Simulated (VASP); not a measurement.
Method: LDA (Ceperley-Alder, Perdew-Zunger), VASP's LDA PAW potentials (set 64) (plane waves; VASP 6.6.1).

VASP ran on this input.

INCAR:
```
SYSTEM = FeAl
PREC = Accurate
ENCUT = 500
EDIFF = 1E-6
NELM = 100
ALGO = Normal
LREAL = .FALSE.
LASPH = .TRUE.
ISMEAR = 1
SIGMA = 0.1
LMAXMIX = 4
LWAVE = .FALSE.
LCHARG = .FALSE.
IBRION = 2
ISIF = 3
NSW = 40
EDIFFG = -0.02
PSTRESS = 300
```

### KPOINTS
```
Automatic mesh
0
Gamma
13 13 13
0 0 0
```

**POSCAR**
```
FeAl
1.0
  2.7391057136   0.0000000000   0.0000000000
  0.0000000000   2.7391057136   0.0000000000
  0.0000000000   0.0000000000   2.7391057136
Al Fe
1 1
Direct
  0.5000000000   0.5000000000   0.5000000000
  0.0000000000   0.0000000000   0.0000000000
```

POTCAR, in this order: Al Fe (LDA.64 set). Program: vasp_std.

Energy and stress use the plane-wave basis of the starting cell.

Task: Estimate the energy per atom (σ→0), volume per atom, band gap (on the k-mesh).

Result: 
```yaml
energy per atom (σ→0): -7.053 eV/atom
band gap (on the k-mesh): none (metal, semimetal or under 0.01 eV)
volume_per_atom: 9.95 Å^3/atom
```

File OSZICAR:
```
...
DAV:   2    -0.147663097316E+02   -0.20212E+00   -0.14355E+01  1874   0.667E+01    0.681E+00
DAV:   3    -0.141162961376E+02    0.65001E+00   -0.43220E+00  1763   0.383E+01    0.102E+00
DAV:   4    -0.141101614414E+02    0.61347E-02   -0.15989E-02  1566   0.135E+00    0.654E-01
DAV:   5    -0.141066749960E+02    0.34864E-02   -0.72097E-03  2072   0.105E+00    0.795E-02
DAV:   6    -0.141067044646E+02   -0.29469E-04   -0.88796E-05  1631   0.117E-01    0.269E-02
DAV:   7    -0.141066999478E+02    0.45168E-05   -0.17422E-05  1878   0.698E-02    0.266E-03
DAV:   8    -0.141066999613E+02   -0.13453E-07   -0.24656E-07   809   0.103E-02
   3 F= -.10381418E+02 E0= -.10381418E+02  d E =-.217442E-01
```

The compound is FeAl in the CsCl type structure. This run relaxes it under an external pressure of 30 GPa. Symmetry was kept, so distortions that lower it aren't found. The run is not spin-polarised, so no magnetic state was tried. The electron count is odd and the run is not spin-polarised, which forces a metal.
